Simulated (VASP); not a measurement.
Consider the following.

```
CELL_PARAMETERS angstrom
      5.06045     2.92232    -0.00140
      5.06045    -2.92232     0.00140
      0.00000    -1.89990    -5.66722
ATOMIC_POSITIONS crystal
  Al 0.83363 0.83363 0.00000
  Al 0.16637 0.16637 0.00000
  Cl 0.78018 0.21982 0.76658
  Cl 0.21982 0.78018 0.23342
  Cl 0.42496 0.92963 0.76845
  Cl 0.92963 0.42496 0.23155
  Cl 0.57504 0.07037 0.23155
  Cl 0.07037 0.57504 0.76845
```

All values below come from LDA (Ceperley-Alder, Perdew-Zunger), VASP's LDA PAW potentials (set 64) (plane waves; VASP). Numerical set-up: 400 eV cut-off, 5×5×4 Γ-centred mesh, Gaussian smearing of 0.010 eV, potentials Al Cl.

Tensors are in the Cartesian frame of the cell as typed.

Q: Give the electronic dielectric tensor ε∞ (DFPT, local fields included).

A: 
```
3.44  0.00  0.00
0.00  3.44  0.01
0.00  0.01  3.07
```

Q: Give the Born effective charges.

A: 
```
atom   Z*xx   Z*yy   Z*zz   mean
----  -----  -----  -----  -----
Al1    3.19   3.18   2.18   2.85
Al2    3.19   3.18   2.18   2.85
Cl3   -1.45  -0.68  -0.71  -0.95
Cl4   -1.45  -0.68  -0.71  -0.95
Cl5   -0.87  -1.25  -0.73  -0.95
Cl6   -0.87  -1.25  -0.73  -0.95
Cl7   -0.87  -1.25  -0.73  -0.95
Cl8   -0.87  -1.25  -0.73  -0.95
```

Q: And the static tensor with the ions free?

A: 
```
6.60  0.00  0.00
0.00  6.61  0.01
0.00  0.01  3.73
```

Q: Which frequencies do the optical Γ-point modes have (no LO-TO splitting)?

A: 115, 116, 134, 167, 168, 172, 175, 204, 208, 245, 246, 246, 247, 302, 304, 327, 335, 336, 400 (×2), 453 cm⁻¹.

The compound is AlCl3 in the sg12 structure. It was relaxed first, which changed the volume by -5 %.
